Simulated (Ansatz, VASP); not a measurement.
# Cross-check of SnSe2 between VASP and Ansatz

Aim: how closely do two programs agree when they are given the same cell, functional and k mesh? The cell is taken from a series of VASP runs on this material, whose earlier steps may have relaxed, scaled or displaced it; both programs get it as it stands.

Main program and level: Ansatz 0.2.0; plane waves, with VASP 6.6.1 beside it; zone-centre phonons at LDA and relaxation of cell and atoms at r2SCAN.

### 1. The starting structure

Symmetry: P-3m1, No. 164, trigonal system. Conventional cell: a = 3.807 Å, b = 3.807 Å, c = 5.888 Å, α = 90.00°, β = 90.00°, γ = 120.00°. Nearest to Sn lie 6 Se at 2.70 Å. Se has 3 Sn at 2.70 Å nearest. Farther neighbours and most contacts between anions are not listed.

### 2. VASP: zone-centre phonons, LDA

Second derivatives magnify differences that forces hide, and they need a tight electronic threshold.

Lines of VASP's logs that name or quote its potential files are left out, and so is its time.

The input, INCAR:

```
SYSTEM = SnSe2
PREC = Accurate
ENCUT = 450
EDIFF = 1E-08
NELM = 100
ISMEAR = 0
SIGMA = 0.03
LREAL = .FALSE.
ALGO = Normal
GGA = CA
NBANDS = 19
LORBIT = 11
LWAVE = .FALSE.
LCHARG = .FALSE.
KPAR = 2
IBRION = 6
NFREE = 2
POTIM = 0.015
NSW = 1
ISIF = 2
```

The input, POSCAR:

```
SnSe2
1.0
    3.8071073613      0.0000000000      0.0000000000
   -1.9035536806      3.2970516898      0.0000000000
    0.0000000000      0.0000000000      5.8876560292
Sn Se
1 2
Direct
    0.0000000000      0.0000000000      0.0000000000
    0.6666666667      0.3333333333      0.7323637513
    0.3333333333      0.6666666667      0.2676362487
```

The input, KPOINTS:

```
Automatic mesh
0
Gamma
6 6 4
0 0 0
```

PAW data sets: Sn_d and Se (LDA family, release 64).

Command:

```console
> mpirun -np 2 vasp_std
```

Numbers of over 12 decimals in the logs are rounded to 6 here.

Log:

```text
[banner, memory and clock lines left out]
running    2 mpi-ranks, on    1 nodes
 distrk:  each k-point on    1 cores,    2 groups
 distr:  one band on    1 cores,    1 groups

 POSCAR found type information on POSCAR SnSe
 POSCAR found :  2 types and       3 ions
 LDA part: xc-table for (Slater(with rela. corr.)+CA(PZ))
 , standard interpolation
 POSCAR, INCAR and KPOINTS ok, starting setup
 FFT: planning ... GRIDC
 FFT: planning ... GRID_SOFT
 FFT: planning ... GRID
 WAVECAR not read
 entering main loop
       N       E                     dE             d eps       ncg     rms          rms(c)
DAV:   1     0.189027419965E+03    0.18903E+03   -0.11363E+04   938   0.142E+03
DAV:   2     0.710300763382E+01   -0.18192E+03   -0.17603E+03   996   0.367E+02
DAV:   3    -0.134153147853E+02   -0.20518E+02   -0.20136E+02  1183   0.112E+02
DAV:   4    -0.140556215483E+02   -0.64031E+00   -0.63935E+00  1075   0.205E+01
DAV:   5    -0.140707792282E+02   -0.15158E-01   -0.15156E-01  1198   0.334E+00    0.527E+00
DAV:   6    -0.138153908663E+02    0.25539E+00   -0.49694E-01  1332   0.750E+00    0.336E+00
DAV:   7    -0.137846185841E+02    0.30772E-01   -0.14129E-01  1047   0.234E+00    0.967E-01
DAV:   8    -0.137814491155E+02    0.31695E-02   -0.99076E-03  1168   0.970E-01    0.269E-01
DAV:   9    -0.137812116232E+02    0.23749E-03   -0.11263E-03  1029   0.241E-01    0.801E-02
DAV:  10    -0.137812097508E+02    0.18725E-05   -0.90537E-05  1064   0.632E-02    0.291E-02
DAV:  11    -0.137812116790E+02   -0.19283E-05   -0.10689E-05   979   0.197E-02    0.456E-03
DAV:  12    -0.137812114060E+02    0.27306E-06   -0.96264E-07  1182   0.660E-03    0.411E-03
DAV:  13    -0.137812114710E+02   -0.64993E-07   -0.26748E-07  1027   0.417E-03    0.147E-03
DAV:  14    -0.137812114591E+02    0.11846E-07   -0.42744E-08   984   0.126E-03    0.451E-04
DAV:  15    -0.137812114594E+02   -0.26603E-09   -0.39147E-09   504   0.447E-04
   1 F= -.13781211E+02 E0= -.13781211E+02  d E =-.192065E-12
[... from here on, the cycles between the ionic steps are left out ...]
   2 F= -.13780620E+02 E0= -.13780620E+02  d E =-.204642E-12
   3 F= -.13780620E+02 E0= -.13780620E+02  d E =-.205040E-12
   4 F= -.13779566E+02 E0= -.13779566E+02  d E =-.280689E-12
   5 F= -.13779566E+02 E0= -.13779566E+02  d E =-.280458E-12
   6 F= -.13780801E+02 E0= -.13780801E+02  d E =-.419427E-12
   7 F= -.13780801E+02 E0= -.13780801E+02  d E =-.421500E-12
   8 F= -.13780242E+02 E0= -.13780242E+02  d E =-.399543E-11
 Finite differences progress:
  Degree of freedom:   4/  4
  Displacement:        1/  2
  Total:               7/  8
 bond charge predicted
       N       E                     dE             d eps       ncg     rms          rms(c)
DAV:   1    -0.137783166399E+02    0.19258E-02   -0.73936E-01   924   0.360E+00    0.247E-01
DAV:   2    -0.137803658005E+02   -0.20492E-02   -0.28133E-02  1030   0.880E-01    0.755E-02
DAV:   3    -0.137803211940E+02    0.44607E-04   -0.79032E-04  1113   0.168E-01    0.423E-02
DAV:   4    -0.137802932214E+02    0.27973E-04   -0.58303E-05  1103   0.450E-02    0.178E-02
DAV:   5    -0.137802859906E+02    0.72308E-05   -0.20861E-05  1055   0.255E-02    0.693E-03
DAV:   6    -0.137802859577E+02    0.32871E-07   -0.19560E-06  1135   0.909E-03    0.523E-03
DAV:   7    -0.137802858608E+02    0.96905E-07   -0.50754E-07   993   0.398E-03    0.150E-03
DAV:   8    -0.137802858621E+02   -0.12678E-08   -0.90348E-08  1051   0.161E-03
   9 F= -.13780286E+02 E0= -.13780286E+02  d E =-.103942E-13
 Finite differences progress:
  Degree of freedom:   4/  4
  Displacement:        2/  2
  Total:               8/  8
```

From OUTCAR (step 2):

```text
ion  position               nearest neighbor table
   1  0.000  0.000  0.000-   2 2.70   3 2.70   3 2.70   2 2.70   2 2.70   3 2.70
   2  0.667  0.333  0.732-   1 2.70   1 2.70   1 2.70
   3  0.333  0.667  0.268-   1 2.70   1 2.70   1 2.70

  LATTYP: Found a hexagonal cell.
 ALAT       =     3.8071073613
 C/A-ratio  =     1.5464906740

 Subroutine GETGRP returns: Found 12 space group operations
 (whereof 12 operations were pure point group operations)

The static configuration has the point symmetry D_3d.

 Found     24 irreducible k-points:

   k-points           NKPTS =     24   k-points in BZ     NKDIM =     24   number of bands    NBANDS=     19

   dimension x,y,z NGX =    28 NGY =   28 NGZ =   42
   dimension x,y,z NGXF=    56 NGYF=   56 NGZF=   84

   ENCUT  =  450.0 eV  33.07 Ry    5.75 a.u.   6.59  6.59 10.18*2*pi/ulx,y,z

   NELECT =      26.0000    total number of electrons

 k-points in reciprocal lattice and weights: Automatic mesh
   0.00000000  0.00000000  0.00000000       0.007
   0.16666667 -0.00000000  0.00000000       0.042
   0.33333333  0.00000000  0.00000000       0.042
   0.50000000 -0.00000000  0.00000000       0.021
   0.16666667  0.16666667  0.00000000       0.042
   0.33333333  0.16666667  0.00000000       0.083
   0.33333333  0.33333333  0.00000000       0.014
   0.00000000  0.00000000  0.25000000       0.014
   0.16666667 -0.00000000  0.25000000       0.042
[...]
0.33333333  0.16666667  0.50000000       0.083
   0.33333333  0.33333333  0.50000000       0.014

 average (electrostatic) potential at core
       1-101.8891       2 -59.0678       3 -59.1032

 E-fermi :   4.9233

 k-point     1 :       0.0000    0.0000    0.0000
  band No.  band energies     occupation
    ...
      9       4.0216      2.00000
     10       4.0216      2.00000
     11       4.1848      2.00000
     12       4.1848      2.00000
     13       4.7358      2.00000
     14       5.3948      0.00000
     15       7.5756      0.00000
     16       9.2216      0.00000
     17       9.2216      0.00000
     18      12.8782      0.00000
    ...

 k-point     2 :       0.1667   -0.0000    0.0000
  band No.  band energies     occupation
    ...
      9       1.8595      2.00000
     10       2.9565      2.00000
     11       3.1231      2.00000
     12       4.5750      2.00000
     13       4.7735      2.00000
     14       6.7898      0.00000
     15       8.2163      0.00000
     16       9.1992      0.00000
     17       9.5389      0.00000
     18      11.6304      0.00000
    ...

 k-point     3 :       0.3333    0.0000    0.0000
  band No.  band energies     occupation
    ...
      9       0.4750      2.00000
     10       1.5061      2.00000
     11       2.2837      2.00000
     12       3.8584      2.00000
     13       4.5125      2.00000
     14       6.1756      0.00000
     15       8.3326      0.00000
     16       9.6502      0.00000
     17      10.0121      0.00000
     18      11.0327      0.00000
    ...

  Total       -0.0700797     -0.0700797     -0.2052555     -0.0000000      0.0000000      0.0000000
  in kB       -1.5192860     -1.5192860     -4.4498165     -0.0000000      0.0000000      0.0000000
  external PRESSURE =      -2.4961295 kB  Pullay stress =       0.0000000 kB

  energy-cutoff  :      450.00
  volume of cell :       73.90
      direct lattice vectors                 reciprocal lattice vectors
     3.807107361  0.000000000  0.000000000     0.262666614  0.151650640  0.000000000
    -1.903553681  3.297051690  0.000000000     0.000000000  0.303301281  0.000000000
     0.000000000  0.000000000  5.887656029     0.000000000  0.000000000  0.169846879

 POSITION                                       TOTAL-FORCE (eV/Angst)
 -----------------------------------------------------------------------------------
      0.00000      0.00000      0.00000        -0.000000      0.000000     -0.108963
      1.90355      1.09902      4.29691         0.000000      0.000000      0.125127
     -0.00000      2.19803      1.57575         0.000000     -0.000000     -0.016164
 -----------------------------------------------------------------------------------
    total drift:                                0.000000      0.000000      0.000067

  FREE ENERGIE OF THE ION-ELECTRON SYSTEM (eV)
  ---------------------------------------------------
  free  energy   TOTEN  =       -13.7802858621 eV

  energy  without entropy=      -13.7802858621  energy(sigma->0) =      -13.78028586

 Eigenvectors and eigenvalues of the dynamical matrix
 ----------------------------------------------------

   1 f  =    7.280051 THz    45.741908 2PiTHz  242.836352 cm-1    30.107857 meV
             X         Y         Z           dx          dy          dz
      0.000000  0.000000  0.000000     0.000000   -0.000000   -0.755850
      1.903554  1.099017  4.311906     0.000000   -0.000000    0.462975
     -0.000000  2.198034  1.575750    -0.000000    0.000000    0.462975

   2 f  =    5.451404 THz    34.252184 2PiTHz  181.839275 cm-1    22.545187 meV
             X         Y         Z           dx          dy          dz
      0.000000  0.000000  0.000000     0.000000   -0.000000   -0.000000
      1.903554  1.099017  4.311906     0.000000   -0.000000    0.707107
     -0.000000  2.198034  1.575750    -0.000000    0.000000   -0.707107

   3 f  =    4.359200 THz    27.389662 2PiTHz  145.407262 cm-1    18.028195 meV
             X         Y         Z           dx          dy          dz
      0.000000  0.000000  0.000000     0.628158    0.421039    0.000000
      1.903554  1.099017  4.311906    -0.384331   -0.257607    0.000000
     -0.000000  2.198034  1.575750    -0.384331   -0.257607    0.000000

   4 f  =    4.359200 THz    27.389662 2PiTHz  145.407262 cm-1    18.028195 meV
             X         Y         Z           dx          dy          dz
      0.000000  0.000000  0.000000    -0.421039    0.628158    0.000000
      1.903554  1.099017  4.311906     0.257607   -0.384331    0.000000
     -0.000000  2.198034  1.575750     0.257607   -0.384331   -0.000000

   5 f  =    3.809937 THz    23.938539 2PiTHz  127.085813 cm-1    15.756626 meV
             X         Y         Z           dx          dy          dz
      0.000000  0.000000  0.000000     0.000000   -0.000000   -0.000000
      1.903554  1.099017  4.311906    -0.587369   -0.393697   -0.000000
     -0.000000  2.198034  1.575750     0.587369    0.393697   -0.000000

   6 f  =    3.809937 THz    23.938539 2PiTHz  127.085813 cm-1    15.756626 meV
             X         Y         Z           dx          dy          dz
      0.000000  0.000000  0.000000    -0.000000   -0.000000   -0.000000
      1.903554  1.099017  4.311906     0.393697   -0.587369   -0.000000
     -0.000000  2.198034  1.575750    -0.393697    0.587369    0.000000

   7 f/i=    0.003221 THz     0.020238 2PiTHz    0.107440 cm-1     0.013321 meV
             X         Y         Z           dx          dy          dz
      0.000000  0.000000  0.000000     0.000000    0.000000   -0.654745
      1.903554  1.099017  4.311906     0.000000    0.000000   -0.534466
     -0.000000  2.198034  1.575750     0.000000    0.000000   -0.534466

   8 f/i=    0.004344 THz     0.027292 2PiTHz    0.144889 cm-1     0.017964 meV
             X         Y         Z           dx          dy          dz
      0.000000  0.000000  0.000000     0.601013    0.258700    0.000000
      1.903554  1.099017  4.311906     0.491155    0.211413    0.000000
     -0.000000  2.198034  1.575750     0.491155    0.211413    0.000000

   9 f/i=    0.004344 THz     0.027292 2PiTHz    0.144889 cm-1     0.017964 meV
             X         Y         Z           dx          dy          dz
      0.000000  0.000000  0.000000     0.258700   -0.601013    0.000000
      1.903554  1.099017  4.311906     0.211413   -0.491155    0.000000
     -0.000000  2.198034  1.575750     0.211413   -0.491155    0.000000

 ELASTIC MODULI CONTR FROM IONIC RELAXATION (kBar)
 Direction    XX          YY          ZZ          XY          YZ          ZX
 --------------------------------------------------------------------------------
 XX        -128.9660   -106.1872   -315.3999     -0.0000     52.6421      0.0000
 YY        -106.1872   -128.9660   -315.3999     -0.0000    -52.6421     -0.0000
 ZZ        -315.3999   -315.3999   -846.0620     -0.0000      0.0000     -0.0000
 XY          -0.0000     -0.0000     -0.0000    -11.3894     -0.0000     52.6422
 YZ          52.6421    -52.6421      0.0000     -0.0000   -243.3133     -0.0000
 ZX           0.0000     -0.0000     -0.0000     52.6422     -0.0000   -243.3134
 --------------------------------------------------------------------------------

 total charge
# of ion       s       p       d       tot
------------------------------------------
    1        1.084   1.049  10.097  12.230
    2        1.492   2.297   0.030   3.819
    3        1.492   2.297   0.030   3.819
--------------------------------------------------
tot          4.068   5.643  10.157  19.869

[... 3 further parts left out ...]
```

### 3. Ansatz: zone-centre phonons, LDA

Ansatz runs on its default PAW (the set named soft_2) files.

The same cell, functional (in two slightly different forms), mesh and smearing now go to Ansatz, which takes its cutoff from its data sets.

The input, input.yaml:

```yaml
crystal:
  lattice:
    - [3.8071073613, 0.0, 0.0]
    - [-1.9035536806, 3.2970516898, 0.0]
    - [0.0, 0.0, 5.8876560292]
  atoms:
    - { symbol: Sn, position: [0.0, 0.0, 0.0] }
    - { symbol: Se, position: [0.6666666667, 0.3333333333, 0.7323637513] }
    - { symbol: Se, position: [0.3333333333, 0.6666666667, 0.2676362487] }
hamiltonian:
  xc: lda
  pseudopotentials: { kind: paw }
kpoints:
  mp_grid: { grid: [6, 6, 4] }
scf:
  occupations: { method: gaussian, width: 0.03 }
phonons:
  method: dfpt
  qpoints: [[0, 0, 0]]
```

Command:

```console
> ansatz run input.yaml --threads 4 --pin off --max-ram 9216MiB --backend cpu --events-out ev --progress --plain --runs-dir out
```

Log:

```text
Engine: ansatz 0.2.0, aarch64-unknown-linux-gnu
Pseudopotentials: kind: paw
Pseudopotential: Sn, paw, valence charge 14, recommended cutoff 420 eV (normal), Sn.paw.azcp
Pseudopotential: Se, paw, valence charge 16, recommended cutoff 420 eV (normal), Se.paw.azcp
Functional definition: SPW92
  exchange = slater_x
  correlation = pw_c
Crystal: 3 atoms, lattice volume = 73.903 Å³
Basis set: ecut = 420 eV, 1459 PW (Γ), exchange–correlation on 54×54×80 points (8 copies of the dense FFT grid, shifted against one another)
Bands: 28, of which v1, the nominal top of the filled ones, is band 23 counted from 1 (22 counted from 0)
Symmetry: 12 space group operations
k-points: 47 of 144 (irreducible under 2 space group operations, time reversal used)
Non-local potential: Sn, projectors of the file, l = 0: 2, l = 1: 2, l = 2: 2, l = 3: 2
Non-local potential: Se, projectors of the file, l = 0: 2, l = 1: 2, l = 2: 3, l = 3: 1
PAW form: soft (Blöchl's): semilocal exchange-correlation on the pseudo side does not see the compensation charge
PAW frozen core: Sn, regenerated for the run's functional, and the local potential with it (the file was generated under x = pbe(κ = 0.804, μ = 0.219515), c = pbe(β = 0.066725))
PAW frozen core: Se, regenerated for the run's functional, and the local potential with it (the file was generated under x = pbe(κ = 0.804, μ = 0.219515), c = pbe(β = 0.066725))
PAW one-centre angular grid: Sn, 590 points (default); XC on 64 Gauss nodes
PAW one-centre angular grid: Se, 590 points (default); XC on 64 Gauss nodes
Initial density: superposition of atomic densities (neutral atoms: chi_scale 0, normalization atom), corrected by the library's trained network
Initial wavefunctions: pseudopotential atomic-orbital guess
Functional: x = slater, c = lda
SCF iter   1: F=—  HF=-16647.022973 eV  |F-HF|=—  |Δ(HF+E_count)|=         —  Δρ=5.35e-3  dr2=9.37e-3  ethr=1.77e-3  ⟨swp⟩=6.5  Hψ=5866  notcnv=0
preconditioner: auto → Resta (q_TF=auto, 2.521 Å⁻¹)  ε∞=2.9  [insulator: Δε(μ)=0.496 eV  Ē_g=16.013 eV  σ=0.030 eV  W_gap=1.00  n_scr=22 (ndim 8)  ℏωp=22.0 eV  f_vac=0.037  D(μ)=0.00/eV (n_scr^D=0)  ε∞_Penn≈2.9]
SCF iter   2: F=—  HF=-16647.017642 eV  |F-HF|=—  |Δ(HF+E_count)|=   5.33e-3  Δρ=2.64e-3  dr2=2.38e-3  ethr=2.04e-5  ⟨swp⟩=2.0  Hψ=2487  notcnv=0  defer=37
SCF iter   3: F=—  HF=-16647.016891 eV  |F-HF|=—  |Δ(HF+E_count)|=   7.51e-4  Δρ=3.83e-4  dr2=1.06e-4  ethr=5.18e-6  ⟨swp⟩=2.5  Hψ=2174  notcnv=0  defer=37
SCF iter   4: F=—  HF=-16647.016863 eV  |F-HF|=—  |Δ(HF+E_count)|=   2.77e-5  Δρ=1.14e-4  dr2=1.35e-5  ethr=2.31e-7  ⟨swp⟩=2.0  Hψ=2350  notcnv=0  defer=37
SCF iter   5: F=—  HF=-16647.016856 eV  |F-HF|=—  |Δ(HF+E_count)|=   7.25e-6  Δρ=2.55e-5  dr2=4.56e-7  ethr=2.94e-8  ⟨swp⟩=2.0  Hψ=2350  notcnv=0  defer=37
SCF iter   6: F=—  HF=-16647.016855 eV  |F-HF|=—  |Δ(HF+E_count)|=   7.62e-7  Δρ=1.11e-5  dr2=8.57e-8  ethr=9.92e-10  ⟨swp⟩=2.1  Hψ=1862  notcnv=0  defer=37
SCF iter   7: F=—  HF=-16647.016855 eV  |F-HF|=—  |Δ(HF+E_count)|=   6.02e-9  Δρ=1.80e-6  dr2=3.02e-9  ethr=1.86e-10  ⟨swp⟩=2.0  Hψ=1880  notcnv=0  defer=37
SCF iter   8: F=—  HF=-16647.016855 eV  |F-HF|=—  |Δ(HF+E_count)|=   1.52e-9  Δρ=2.57e-7  dr2=6.35e-11  ethr=6.57e-12  ⟨swp⟩=2.9  Hψ=2118  notcnv=0  defer=37
SCF iter   9: F=-16647.016855 eV  HF=-16647.016855 eV  |F-HF|=3.64e-12  |Δ(HF+E_count)|=  1.09e-11  Δρ=1.03e-7  dr2=6.66e-12  ethr=1.00e-12  ⟨swp⟩=9.6  Hψ=7006  notcnv=0
SCF 1 converged in 9 iterations: F = -16647.016855 eV  dr2 = 6.66e-12
  greatest PAW one-centre occupation: 1.000 electrons in one spin orbital (limit 2), on the Se atom at site 2 (counted from 0), in its partial waves of l = 2
DFPT response loops at Γ: preconditioner auto → Resta (q_TF=auto, 2.521 Å⁻¹)  ε∞=11.1 (no band partly filled); β = 1.00, the filter's whole step (`scf.mixing.beta` (0.50) is not read by the response loops at its default; to damp them type it under 1.00, their step now; it binds the ground state too); Broyden in place of MSR1
SCF converged after 9 iterations
Free energy (F): -16647.016855 eV
Harris-Foulkes:  -16647.016855 eV  (|F-HF|=3.64e-12)
Internal energy: -16647.016855 eV  (E = F + TS)
E sigma→0 (E₀):  -16647.016855 eV
Fermi energy:    8.896385 eV
--- Per-component energies (eV) ---
  E_band       = -845.628216
  E_kinetic    = 427.889118
  E_local      = -5757.491807  (includes V_loc(G=0)·N_el)
  E_nonlocal   = -1204.888106
  E_hartree    = 2959.536780
  E_xc         = -585.590994
  E_vxc        = -295.197057  (∫ρ·V_xc dr)
  E_paw        = -7653.147521  (= ΣΔE_a)
  E_vpaw       = 64.987457  (= ΣTr[D̂ρ^β])
  E_aug_tail   = -0.001273  (compensation charges beyond the density's cutoff)
  E_ewald      = -4838.182674
  E_core_change = 4.859623  (= ΣΔE_core)
  E_smearing   = -0.000000  (= −TS)
  E_closure    = 0.000000  (closes the sum)
  Σ components = -16647.016855   (vs F -16647.016855, Δ=0.00e0)
--- Band table (eV; the first three rows and the last of 47) ---
  k-point 0: bands = [... 19 lower, 7.8969, 8.0618, 8.0618, 8.6222, 9.2658, 11.4438, 13.1088, 13.1088, ... 1 higher]
  k-point 1: bands = [... 19 lower, 7.7696, 7.7696, 8.2472, 8.2472, 10.3968, 11.4471, 12.8742, 12.8742, ... 1 higher]
  k-point 2: bands = [... 19 lower, 7.7057, 7.7057, 8.3728, 8.3728, 11.1014, 11.2974, 12.6572, 12.6572, ... 1 higher]
  k-point 46: bands = [... 19 lower, 5.2331, 5.6880, 7.0471, 8.0507, 10.1889, 12.9020, 13.8284, 14.2303, ... 1 higher]
--- Phonons (Γ-DFPT): 4 representative perturbations + reference, on 47 of 144 k-points (Σ response iterations 12) ---
  k mesh reduced under 2 symmetry operations, with k and −k counted as one. Each operation leaves every solved perturbation unchanged. A smaller set is not used because it would not reduce the number of displacements times k-points to solve
  ASR residual: 2.086e-4 → 0.000e0 eV/Å²; symmetrization residual: 2.305e-5 eV/Å²
  ASR residual per site (eV/Å²): 2.09e-4 5.38e-5 5.38e-5
  Γ frequencies (cm⁻¹): 0.00 0.00 0.00 126.39 126.39 144.01 144.01 180.99 241.44
  non-analytic LO–TO correction: not included (Born effective charges unavailable; polar crystals: no LO–TO splitting at Γ)
--- Phonons (arbitrary-q DFPT): 1 explicit q-point ---
  q = [0, 0, 0] (of the zone-centre solve; hermiticity 1.80e-6, symmetrization 1.13e-6): -0.00 0.00 0.00 126.39 126.39 144.01 144.01 180.99 241.44
  sum rule: each row above includes the acoustic sum rule's correction from the zone centre's row sums; it moved no ω² by more than (0.69 cm⁻¹)²
```

It took 10 s on 4 threads of Arm Neoverse V2, shared host; peak memory 0.63 GiB.

The column dr2 measures how far the density is from self-consistency, as an energy; F and HF (Harris–Foulkes) agree once it is small.

[end of part 1 of 2]

[Lines on the potential files, build, host, timing and source positions are cut from VASP's logs without a mark.]

[Logs are printed without paths, hosts, clocks, repeated set-up lines and the standing remarks that a program may print on its own settings, such as how far it seeks lower states.]

[Hosts, paths, dates, database ids (printed as entryN), source tags and the programs' standing remarks are cut or masked in the printed files.]
